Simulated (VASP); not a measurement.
Calculation: LDA (Ceperley-Alder, Perdew-Zunger), VASP's LDA PAW potentials (set 64) (plane waves; VASP 6.6.1).

The input files of a VASP run:

File POSCAR:
```
ZnO
1
    1.5980435448    -2.7678930284     0.0000000000
    1.5980435448     2.7678930284    -0.0000000000
   -0.0000000000     0.0000000000     5.1654909297
Zn O
2 2
Direct
  0.6666670000   0.3333330000   0.5018010635
  0.3333330000   0.6666670000   0.0018010635
  0.6666670000   0.3333330000   0.8801989365
  0.3333330000   0.6666670000   0.3801989365
```

**KPOINTS**
```
Automatic mesh
0
Gamma
9 9 5
0 0 0
```

### INCAR
```
ALGO = Normal
EDIFF = 1E-7
ENCUT = 520
ISIF = 2
ISMEAR = -5
LASPH = .TRUE.
LCHARG = .TRUE.
LEFG = .TRUE.
LMAXMIX = 4
LORBIT = 11
LREAL = .FALSE.
LWAVE = .FALSE.
NEDOS = 601
NELM = 100
PREC = Accurate
SYSTEM = ZnO
```

POTCAR, in this order: Zn O (LDA.64 set). Program: vasp_std.

The run wrote:

OSZICAR:
```
       N       E                     dE             d eps       ncg     rms          rms(c)
DAV:   1     0.288967779281E+03    0.28897E+03   -0.18988E+04  1592   0.242E+03
DAV:   2     0.557890954320E+01   -0.28339E+03   -0.27391E+03  1704   0.449E+02
DAV:   3    -0.236665513635E+02   -0.29245E+02   -0.29054E+02  1848   0.155E+02
DAV:   4    -0.242281105089E+02   -0.56156E+00   -0.56081E+00  1806   0.226E+01
DAV:   5    -0.242325776324E+02   -0.44671E-02   -0.44669E-02  1794   0.194E+00    0.159E+01
DAV:   6    -0.210958841654E+02    0.31367E+01   -0.10958E+01  2734   0.717E+01    0.102E+01
DAV:   7    -0.212189394468E+02   -0.12306E+00   -0.24302E+00  1652   0.189E+01    0.592E+00
DAV:   8    -0.212176057335E+02    0.13337E-02   -0.83037E-01  2128   0.866E+00    0.180E+00
DAV:   9    -0.211557169472E+02    0.61889E-01   -0.18377E-01  2490   0.820E+00    0.342E-01
DAV:  10    -0.211586301165E+02   -0.29132E-02   -0.48993E-02  1644   0.169E+00    0.113E-01
DAV:  11    -0.211584967332E+02    0.13338E-03   -0.11296E-03  2158   0.353E-01    0.354E-02
DAV:  12    -0.211585005960E+02   -0.38627E-05   -0.71719E-05  2090   0.932E-02    0.138E-02
DAV:  13    -0.211585009883E+02   -0.39239E-06   -0.48285E-06  1746   0.208E-02    0.976E-03
DAV:  14    -0.211584996167E+02    0.13716E-05   -0.27212E-06  2032   0.149E-02    0.330E-03
DAV:  15    -0.211584994774E+02    0.13929E-06   -0.29820E-07  1356   0.667E-03    0.178E-03
DAV:  16    -0.211584994457E+02    0.31667E-07   -0.19323E-07  1068   0.435E-03
   1 F= -.21158499E+02 E0= -.21158499E+02  d E =0.000000E+00
```

### OUTCAR
```
------------------------ aborting loop because EDIFF is reached ----------------------------------------
  FORCE on cell =-STRESS in cart. coord.  units (eV):
  Direction    XX          YY          ZZ          XY          YZ          ZX
  --------------------------------------------------------------------------------------
  Total       -0.0103543     -0.0103543      0.0122266      0.0000000      0.0000000      0.0000000
  in kB       -0.3630390     -0.3630391      0.4286818      0.0000000      0.0000000      0.0000000
  external PRESSURE =      -0.0991321 kB  Pullay stress =       0.0000000 kB
  volume of cell :       45.70
      direct lattice vectors                 reciprocal lattice vectors
     1.598043545 -2.767893028  0.000000000     0.312882588 -0.180642819  0.000000000
     1.598043545  2.767893028  0.000000000     0.312882588  0.180642819  0.000000000
     0.000000000  0.000000000  5.165490930     0.000000000  0.000000000  0.193592441
  FREE ENERGIE OF THE ION-ELECTRON SYSTEM (eV)
  ---------------------------------------------------
  free  energy   TOTEN  =       -21.1584994457 eV

  energy  without entropy=      -21.1584994457  energy(sigma->0) =      -21.15849945

 total charge

# of ion       s       p       d       tot
------------------------------------------
    1        0.479   0.538   9.917  10.934
    2        0.479   0.538   9.917  10.934
    3        1.536   3.458   0.000   4.994
    4        1.536   3.458   0.000   4.994
--------------------------------------------------
tot          4.030   7.992  19.833  31.855

 Electric field gradients after diagonalization (V/A^2)
 (convention: |V_zz| > |V_xx| > |V_yy|)
----------------------------------------------------------------------
 ion       V_xx      V_yy      V_zz     asymmetry (V_yy - V_xx)/ V_zz
----------------------------------------------------------------------
   1      -1.891    -1.881     3.773       0.003
   2      -1.891    -1.881     3.773       0.003
   3       0.350     0.345    -0.695       0.006
   4       0.350     0.346    -0.695       0.006
```
(Selected blocks of OUTCAR.)

The compound is ZnO in the wurtzite structure. It was relaxed first.
